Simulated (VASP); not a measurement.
# Be2ZnO3 (Cmc2_1) in VASP: a series of runs

One crystal, Be2ZnO3, is run at these levels: PBE; tasks: band structure.

Everything below comes from runs of VASP 6.6.1. Logs are shortened: lines on timing, memory, paths and dates and some standing lists are left out, and cuts for length are marked.

### 1 The crystal as given

The structure is orthorhombic, space group Cmc2_1 (No. 36). The conventional cell has a = 8.732 Å, b = 5.018 Å, c = 4.637 Å, α = 90.00°, β = 90.00°, γ = 90.00°. Be (site symmetry 1) has 4 O at 1.66 to 1.68 Å as nearest neighbours. Zn (site symmetry m) is surrounded by 4 O at 1.99 to 2.02 Å. O (site symmetry 1) has 3 Be at 1.66 to 1.68 Å as nearest neighbours. Around O (site symmetry m) lie 2 Be at 1.68 Å.

The cell was built by a generator and needn't be a form met in nature.

### 2 Band structure, PBE

File INCAR:

```
SYSTEM = Be2ZnO3
ALGO = Fast
EDIFF = 1E-6
ENCUT = 520
GGA = PE
ISIF = 2
ISMEAR = 0
LASPH = .True.
LCHARG = .False.
LREAL = .False.
LWAVE = .False.
NBANDS = 46
NELM = 100
PREC = Accurate
SIGMA = 0.03
```

File KPOINTS:

```
k-points
0
Gamma
  6 6 6
  0 0 0
```

File POSCAR:

```
Be2ZnO3
1.0
    4.3659700000     -2.5090900000      0.0000000000
    4.3659700000      2.5090900000      0.0000000000
    0.0000000000      0.0000000000      4.6365100000
Be Zn O
4 2 6
Direct
    0.5140700000      0.8336680000      0.5050230000
    0.8336680000      0.5140700000      0.0050230000
    0.1663320000      0.4859300000      0.5050230000
    0.4859300000      0.1663320000      0.0050230000
    0.1798620000      0.8201380000      0.9954440000
    0.8201380000      0.1798620000      0.4954440000
    0.5489540000      0.8359660000      0.8646060000
    0.1640340000      0.4510460000      0.8646060000
    0.7830510000      0.2169490000      0.9300950000
    0.8359660000      0.5489540000      0.3646060000
    0.4510460000      0.1640340000      0.3646060000
    0.2169490000      0.7830510000      0.4300950000
```

File KPOINTS_OPT:

```
path GXSRAZGYX1A1TY,ZT
20
line-mode
reciprocal
 0.0000000000  0.0000000000  0.0000000000  G
 0.3325678533 -0.3325678533  0.0000000000  X

 0.3325678533 -0.3325678533  0.0000000000  X
 0.0000000000 -0.5000000000  0.0000000000  S

 0.0000000000 -0.5000000000  0.0000000000  S
 0.0000000000 -0.5000000000 -0.5000000000  R

 0.0000000000 -0.5000000000 -0.5000000000  R
 0.3325678533 -0.3325678533 -0.5000000000  A

 0.3325678533 -0.3325678533 -0.5000000000  A
 0.0000000000  0.0000000000 -0.5000000000  Z

 0.0000000000  0.0000000000 -0.5000000000  Z
 0.0000000000  0.0000000000  0.0000000000  G

 0.0000000000  0.0000000000  0.0000000000  G
-0.5000000000 -0.5000000000  0.0000000000  Y

-0.5000000000 -0.5000000000  0.0000000000  Y
-0.3325678533 -0.6674321467  0.0000000000  X1

-0.3325678533 -0.6674321467  0.0000000000  X1
-0.3325678533 -0.6674321467 -0.5000000000  A1

-0.3325678533 -0.6674321467 -0.5000000000  A1
-0.5000000000 -0.5000000000 -0.5000000000  T

-0.5000000000 -0.5000000000 -0.5000000000  T
-0.5000000000 -0.5000000000  0.0000000000  Y

 0.0000000000  0.0000000000 -0.5000000000  Z
-0.5000000000 -0.5000000000 -0.5000000000  T
```

Potentials or basis: VASP PAW PBE potentials, release 64 (Be, Zn, O).

On the command line:

```console
$ cat potpaw_PBE.64/Be/POTCAR potpaw_PBE.64/Zn/POTCAR potpaw_PBE.64/O/POTCAR > POTCAR
$ mpirun -np 1 vasp_std > vasp.out
```

OUTCAR:

```text
SYSTEM = Be2ZnO3
   EDIFF = 1E-6
   ENCUT = 520
   GGA = PE
   ISIF = 2
   ISMEAR = 0
   LASPH = .True.
   LREAL = .False.
   NELM = 100
   PREC = Accurate

 ion  position               nearest neighbor table
   1  0.514  0.834  0.505-  11 1.66  10 1.66  12 1.68   7 1.68
   2  0.834  0.514  0.005-   8 1.66   7 1.66   9 1.68  10 1.68
   3  0.166  0.486  0.505-  10 1.66  11 1.66  12 1.68   8 1.68
   4  0.486  0.166  0.005-   7 1.66   8 1.66   9 1.68  11 1.68
   5  0.180  0.820  0.995-   7 1.99   8 1.99   9 2.01  12 2.02   6 2.94   6 2.94
   6  0.820  0.180  0.495-  10 1.99  11 1.99  12 2.01   9 2.02   5 2.94   5 2.94
   7  0.549  0.836  0.865-   4 1.66   2 1.66   1 1.68   5 1.99
   8  0.164  0.451  0.865-   2 1.66   4 1.66   3 1.68   5 1.99
   9  0.783  0.217  0.930-   2 1.68   4 1.68   5 2.01   6 2.02
  10  0.836  0.549  0.365-   3 1.66   1 1.66   2 1.68   6 1.99
  11  0.451  0.164  0.365-   1 1.66   3 1.66   4 1.68   6 1.99
  12  0.217  0.783  0.430-   1 1.68   3 1.68   6 2.01   5 2.02

  LATTYP: Found a base centered orthorhombic cell.
 ALAT       =     5.0181800000
 B/A-ratio  =     1.7400611377
 C/A-ratio  =     0.9239425449

  Lattice vectors:

 A1 = (  -4.3659700000,  -2.5090900000,   0.0000000000)
 A2 = (   4.3659700000,  -2.5090900000,   0.0000000000)
 A3 = (   0.0000000000,   0.0000000000,   4.6365100000)

Analysis of symmetry for initial positions (statically):
=====================================================================
 Subroutine PRICEL returns:
 Original cell was already a primitive cell.

 Routine SETGRP: Setting up the symmetry group for a
 base centered orthorhombic supercell.

 Subroutine GETGRP returns: Found  4 space group operations
 (whereof  2 operations were pure point group operations)
 out of a pool of  8 trial point group operations.

The static configuration has the point symmetry C_1h.
 The point group associated with its full space group is C_2v.

Analysis of symmetry for dynamics (positions and initial velocities):
=====================================================================
 Subroutine PRICEL returns:
 Original cell was already a primitive cell.

 Routine SETGRP: Setting up the symmetry group for a
 base centered orthorhombic supercell.

 Subroutine GETGRP returns: Found  4 space group operations
 (whereof  2 operations were pure point group operations)
 out of a pool of  8 trial point group operations.

The dynamic configuration has the point symmetry C_1h.
 The point group associated with its full space group is C_2v.

 Subroutine INISYM returns: Found  4 space group operations
 (whereof  2 operations are pure point group operations),
 and found     1 'primitive' translations

----------------------------------------------------------------------------------------

                                     Primitive cell

  volume of cell :     101.5823

  direct lattice vectors                    reciprocal lattice vectors
     4.365970000 -2.509090000  0.000000000     0.114522088 -0.199275435  0.000000000
     4.365970000  2.509090000  0.000000000     0.114522088  0.199275435  0.000000000
     0.000000000  0.000000000  4.636510000     0.000000000  0.000000000  0.215679466

  length of vectors
     5.035595960  5.035595960  4.636510000     0.229839090  0.229839090  0.215679466

  position of ions in fractional coordinates (direct lattice)
     0.514070000  0.833668000  0.505023000
     0.833668000  0.514070000  0.005023000
     0.166332000  0.485930000  0.505023000
     0.485930000  0.166332000  0.005023000
     0.179862000  0.820138000  0.995444000
     0.820138000  0.179862000  0.495444000
     0.548954000  0.835966000  0.864606000
     0.164034000  0.451046000  0.864606000
     0.783051000  0.216949000  0.930095000
     0.835966000  0.548954000  0.364606000
     0.451046000  0.164034000  0.364606000
     0.216949000  0.783051000  0.430095000

  ion indices of the primitive-cell ions
   primitive index   ion index
                 1           1
                 2           2
                 3           3
                 4           4
                 5           5
                 6           6
                 7           7
                 8           8
                 9           9
                10          10
                11          11
                12          12

----------------------------------------------------------------------------------------

 KPOINTS: k-points

Automatic generation of k-mesh.
 Grid dimensions read from file:
 generate k-points for:    6    6    6

 Generating k-lattice:

  Cartesian coordinates                     Fractional coordinates (reciprocal lattice)
     0.019087015 -0.033212572  0.000000000     0.166666667  0.000000000  0.000000000
     0.019087015  0.033212572  0.000000000     0.000000000  0.166666667  0.000000000
     0.000000000  0.000000000  0.035946578     0.000000000  0.000000000  0.166666667

  Length of vectors
[... 40 lines left out ...]
   EDIFF  = 0.1E-05   stopping-criterion for ELM
   LREAL  =      F    real-space projection
   EDIFFG = 0.1E-04   stopping-criterion for IOM
   NSW    =      0    number of steps for IOM
   IBRION =     -1    ionic relax: 0-MD 1-quasi-New 2-CG
   NFREE  =      0    steps in history (QN), initial steepest desc. (CG)
   ISIF   =      2    stress and relaxation
   ISYM   =      2    0-nonsym 1-usesym 2-fastsym
   POTIM  = 0.5000    time-step for ionic-motion
   TEBEG  =    0.0;   TEEND  =   0.0 temperature during run
   PSTRESS=    0.0 pullay stress
   NELECT =      68.0000    total number of electrons
   NUPDOWN=      -1.0000    fix difference up-down
   EMIN   =  10.00;   EMAX   =-10.00  energy-range for DOS
   EFERMI =   0.00;   METHOD = LEGACY
   ISMEAR =     0;   SIGMA  =   0.03  broadening in eV -4-tet -1-fermi 0-gaus
   EFERMI_NEDOS =   21; number of points for ismear=-14 and -15
   IALGO  =     68    algorithm
   IMIX   =      4    mixing-type and parameters
     AMIX     =   0.40;   BMIX     =  1.00
     AMIX_MAG =   1.60;   BMIX_MAG =  1.00
  volume/ion in A,a.u.               =       8.47        57.13
  Fermi-wavevector in a.u.,A,eV,Ry     =   1.432095  2.706267 27.904124  2.050895
  Thomas-Fermi vector in A             =   2.551760
   LORBIT       =      0    0 simple, 1 ext, 2 COOP (PROOUT), +10 PAW based schemes
   GGA     = PE    functional components
   LHFCALC =     F    Hartree Fock is set to
   AEXX    =    0.0000 exact exchange contribution
   IVDW    =     0    specifies the selected vdW correction
   LEPSILON=     F    determine dielectric tensor
   LRPA    =     F    only Hartree local field effects (RPA)
 non-spin polarized calculation
 RMM-DIIS sequential band-by-band and
 Gauss-broadening in eV      SIGMA  =   0.03
  energy-cutoff  :      520.00
  volume of cell :      101.58
 maximum number of plane-waves:      2777
 NGX is ok and might be reduce to    40
   NGX = 19   NGY = 19   NGZ = 17

 number of electron      68.0000026 magnetization

 Free energy of the ion-electron system (eV)
  ---------------------------------------------------
  ext. energy  EPLUGINS =         0.00000000
  ---------------------------------------------------
  free energy    TOTEN  =       -74.45759983 eV

  energy without entropy =      -74.45759983  energy(sigma->0) =      -74.45759983

 E-fermi :   2.5474     XC(G=0): -11.2375

 val. band max:        2.3916102095   @ k =   0.1667   0.1667   0.5000
 cond. band min:       6.0978352910   @ k =   0.0000   0.0000   0.0000
 fundamental gap:      3.7062250815
 Fermi energy:         2.5474324221

 k-point     1 :       0.0000    0.0000    0.0000
  band No.  band energies     occupation
      1     -15.8269      2.00000
      2     -14.4363      2.00000
      3     -14.1972      2.00000
      4     -14.1685      2.00000
      5     -14.1608      2.00000
      6     -14.1401      2.00000
[... 38 lines left out ...]
     45      15.2433      0.00000
     46      15.8913      0.00000
[... 1086 lines left out ...]
      6     -14.0706      2.00000
[... 38 lines left out ...]
     45      15.5043      0.00000
     46      15.9526      0.00000

 [... further k-points ...]

------------------------ aborting loop because EDIFF is reached ----------------------------------------

  FORCE on cell =-STRESS in cart. coord.  units (eV):
  Direction    XX          YY          ZZ          XY          YZ          ZX
  --------------------------------------------------------------------------------------
  -------------------------------------------------------------------------------------
  Total        0.0115831     -0.0107259      0.0480777      0.0000000      0.0000000      0.0000000
  in kB        0.1826917     -0.1691712      0.7582915      0.0000000      0.0000000      0.0000000
  external PRESSURE =       0.2572707 kB  Pullay stress =       0.0000000 kB

 VOLUME and BASIS-vectors are now :
 -----------------------------------------------------------------------------
  energy-cutoff  :      520.00
  volume of cell :      101.58
      direct lattice vectors                 reciprocal lattice vectors
     4.365970000 -2.509090000  0.000000000     0.114522088 -0.199275435  0.000000000
     4.365970000  2.509090000  0.000000000     0.114522088  0.199275435  0.000000000
     0.000000000  0.000000000  4.636510000     0.000000000  0.000000000  0.215679466

 POSITION                                       TOTAL-FORCE (eV/Angst)
 -----------------------------------------------------------------------------------
      5.88418      0.80190      2.34154         0.000813      0.003898      0.001485
      5.88418     -0.80190      0.02329         0.000813     -0.003898      0.001485
      2.84776      0.80190      2.34154        -0.000813      0.003898      0.001485
      2.84776     -0.80190      0.02329        -0.000813     -0.003898      0.001485
      4.36597      1.60651      4.61539         0.000000     -0.002740      0.001443
      4.36597     -1.60651      2.29713         0.000000      0.002740      0.001443
      6.04652      0.72014      4.00875         0.001026     -0.002495     -0.001040
      2.68542      0.72014      4.00875        -0.001026     -0.002495     -0.001040
      4.36597     -1.42040      4.31239         0.000000     -0.002693     -0.002333
      6.04652     -0.72014      1.69050         0.001026      0.002495     -0.001040
      2.68542     -0.72014      1.69050        -0.001026      0.002495     -0.001040
      4.36597      1.42040      1.99414         0.000000      0.002693     -0.002333
 -----------------------------------------------------------------------------------
    total drift:                                0.000001      0.000000     -0.003507

  FREE ENERGIE OF THE ION-ELECTRON SYSTEM (eV)
  ---------------------------------------------------
  free  energy   TOTEN  =       -74.4575998327 eV

  energy  without entropy=      -74.4575998327  energy(sigma->0) =      -74.45759983
```

Wall time 12 min (1 thread of Intel Xeon Platinum 8488C (Sapphire Rapids), shared host); peak memory 0.47 GiB.

Results:

| Quantity | Value |
| --- | --- |
| Free energy | -74.4576 eV |
| Pressure | 0.0 GPa |
| Largest force | 0.004 eV/Å |
| Band gap on the k mesh | 3.71 eV, indirect (least direct gap 3.74 eV) |
| Band gap along the path | 3.71 eV, indirect (least direct gap 3.74 eV) |

Forces in eV/Å, atoms in the order of the input:
```
Be   0.001  0.004  0.001
Be   0.001 -0.004  0.001
Be  -0.001  0.004  0.001
Be  -0.001 -0.004  0.001
Zn   0.000 -0.003  0.001
Zn   0.000  0.003  0.001
O    0.001 -0.002 -0.001
O   -0.001 -0.002 -0.001
O    0.000 -0.003 -0.002
O    0.001  0.002 -0.001
O   -0.001  0.002 -0.001
O    0.000  0.003 -0.002
```

Levels at the corners of the path, in eV from the valence-band top:
```csv
point,band 30,band 31,band 32,band 33,band 34,band 35,band 36,band 37,band 38,band 39
Γ,-0.72,-0.58,-0.10,-0.07,-0.03,3.71,7.09,8.99,9.30,10.41
X,-0.99,-0.86,-0.62,-0.42,-0.29,6.00,6.86,7.92,9.00,9.86
X,-0.99,-0.86,-0.62,-0.42,-0.29,6.00,6.86,7.92,9.00,9.86
S,-0.87,-0.81,-0.75,-0.65,-0.20,5.86,6.63,8.98,9.25,9.54
S,-0.87,-0.81,-0.75,-0.65,-0.20,5.86,6.63,8.98,9.25,9.54
R,-1.27,-0.71,-0.71,-0.20,-0.20,6.78,6.78,8.13,8.13,8.60
R,-1.27,-0.71,-0.71,-0.20,-0.20,6.78,6.78,8.13,8.13,8.60
A,-0.91,-0.84,-0.84,-0.31,-0.31,6.82,6.82,8.19,8.19,8.32
A,-0.91,-0.84,-0.84,-0.31,-0.31,6.82,6.82,8.19,8.19,8.32
Z,-0.49,-0.42,-0.42,-0.07,-0.07,6.09,6.09,9.77,9.77,10.02
Z,-0.49,-0.42,-0.42,-0.07,-0.07,6.09,6.09,9.77,9.77,10.02
Γ,-0.72,-0.58,-0.10,-0.07,-0.03,3.71,7.09,8.99,9.30,10.41
Γ,-0.72,-0.58,-0.10,-0.07,-0.03,3.71,7.09,8.99,9.30,10.41
Y,-1.04,-0.73,-0.63,-0.41,-0.32,5.73,7.08,7.57,9.25,9.28
Y,-1.04,-0.73,-0.63,-0.41,-0.32,5.73,7.08,7.57,9.25,9.28
X1,-0.99,-0.86,-0.62,-0.42,-0.29,6.00,6.86,7.92,9.00,9.86
X1,-0.99,-0.86,-0.62,-0.42,-0.29,6.00,6.86,7.92,9.00,9.86
A1,-0.91,-0.84,-0.84,-0.31,-0.31,6.82,6.82,8.19,8.19,8.32
A1,-0.91,-0.84,-0.84,-0.31,-0.31,6.82,6.82,8.19,8.19,8.32
T,-1.34,-0.80,-0.80,-0.26,-0.26,6.96,6.96,8.35,8.35,8.41
T,-1.34,-0.80,-0.80,-0.26,-0.26,6.96,6.96,8.35,8.35,8.41
Y,-1.04,-0.73,-0.63,-0.41,-0.32,5.73,7.08,7.57,9.25,9.28
Z,-0.49,-0.42,-0.42,-0.07,-0.07,6.09,6.09,9.77,9.77,10.02
T,-1.34,-0.80,-0.80,-0.26,-0.26,6.96,6.96,8.35,8.35,8.41
```

### 3 Band structure, PBE

File INCAR:

```
PREC = Accurate ; ENCUT = 520
EDIFF = 1E-7 ; ISMEAR = 0
SIGMA = 0.03 ; LREAL = F
LASPH = T ; NELM = 60
ALGO = Fast ; ISIF = 2
LWAVE = F ; LCHARG = F
GGA = PE ; NBANDS = 46
```

File KPOINTS:

```
regular mesh
0
Gamma
  6 6 6
```

POSCAR is that of step 2.

Changes to KPOINTS_OPT since step 2:

```diff
@@ -1,3 +1,3 @@
 path GXSRAZGYX1A1TY,ZT
-20
+10
 line-mode
```

Potentials or basis: VASP PAW PBE potentials, release 64 (Be, Zn, O).

On the command line:

```console
$ cat potpaw_PBE.64/Be/POTCAR potpaw_PBE.64/Zn/POTCAR potpaw_PBE.64/O/POTCAR > POTCAR
$ mpirun -np 1 vasp_std > vasp.out
```

Wall time 5.3 min (1 thread of Intel Xeon 6975P-C (Granite Rapids), shared host); peak memory 0.47 GiB.

Results (log left out):

| Property | Result |
| --- | --- |
| Free energy | -74.4576 eV |
| Pressure | 0.0 GPa |
| Largest force | 0.004 eV/Å |
| Band gap on the k mesh | 3.71 eV, indirect (least direct gap 3.74 eV) |
| Band gap along the path | 3.71 eV, indirect (least direct gap 3.74 eV) |

Forces in eV/Å, atoms in the order of the input:
```
Be   0.001  0.004  0.002
Be   0.001 -0.004  0.002
Be  -0.001  0.004  0.002
Be  -0.001 -0.004  0.002
Zn   0.000 -0.003  0.001
Zn   0.000  0.003  0.001
O    0.001 -0.003 -0.001
O   -0.001 -0.003 -0.001
O    0.000 -0.002 -0.002
O    0.001  0.003 -0.001
O   -0.001  0.003 -0.001
O    0.000  0.002 -0.002
```

Levels at the corners of the path, in eV from the valence-band top:
```csv
point,band 30,band 31,band 32,band 33,band 34,band 35,band 36,band 37,band 38,band 39
Γ,-0.72,-0.58,-0.10,-0.07,-0.03,3.71,7.09,9.00,9.30,10.41
X,-0.99,-0.86,-0.62,-0.42,-0.29,6.00,6.86,7.92,9.00,9.86
X,-0.99,-0.86,-0.62,-0.42,-0.29,6.00,6.86,7.92,9.00,9.86
S,-0.86,-0.81,-0.74,-0.65,-0.20,5.86,6.63,8.98,9.25,9.55
S,-0.86,-0.81,-0.74,-0.65,-0.20,5.86,6.63,8.98,9.25,9.55
R,-1.27,-0.71,-0.71,-0.20,-0.20,6.78,6.78,8.13,8.13,8.60
R,-1.27,-0.71,-0.71,-0.20,-0.20,6.78,6.78,8.13,8.13,8.60
A,-0.91,-0.84,-0.84,-0.31,-0.31,6.82,6.82,8.19,8.19,8.32
A,-0.91,-0.84,-0.84,-0.31,-0.31,6.82,6.82,8.19,8.19,8.32
Z,-0.49,-0.42,-0.42,-0.07,-0.07,6.09,6.09,9.77,9.77,10.02
Z,-0.49,-0.42,-0.42,-0.07,-0.07,6.09,6.09,9.77,9.77,10.02
Γ,-0.72,-0.58,-0.10,-0.07,-0.03,3.71,7.09,9.00,9.30,10.41
Γ,-0.72,-0.58,-0.10,-0.07,-0.03,3.71,7.09,9.00,9.30,10.41
Y,-1.04,-0.73,-0.63,-0.40,-0.32,5.74,7.08,7.57,9.25,9.28
Y,-1.04,-0.73,-0.63,-0.40,-0.32,5.74,7.08,7.57,9.25,9.28
X1,-0.99,-0.86,-0.62,-0.42,-0.29,6.00,6.86,7.92,9.00,9.86
X1,-0.99,-0.86,-0.62,-0.42,-0.29,6.00,6.86,7.92,9.00,9.86
A1,-0.91,-0.84,-0.84,-0.31,-0.31,6.82,6.82,8.19,8.19,8.32
A1,-0.91,-0.84,-0.84,-0.31,-0.31,6.82,6.82,8.19,8.19,8.32
T,-1.34,-0.80,-0.80,-0.26,-0.26,6.96,6.96,8.35,8.35,8.41
T,-1.34,-0.80,-0.80,-0.26,-0.26,6.96,6.96,8.35,8.35,8.41
Y,-1.04,-0.73,-0.63,-0.40,-0.32,5.74,7.08,7.57,9.25,9.28
Z,-0.49,-0.42,-0.42,-0.07,-0.07,6.09,6.09,9.77,9.77,10.02
T,-1.34,-0.80,-0.80,-0.26,-0.26,6.96,6.96,8.35,8.35,8.41
```

Expect the measured gap to be larger: semilocal functionals such as PBE lack the derivative discontinuity.
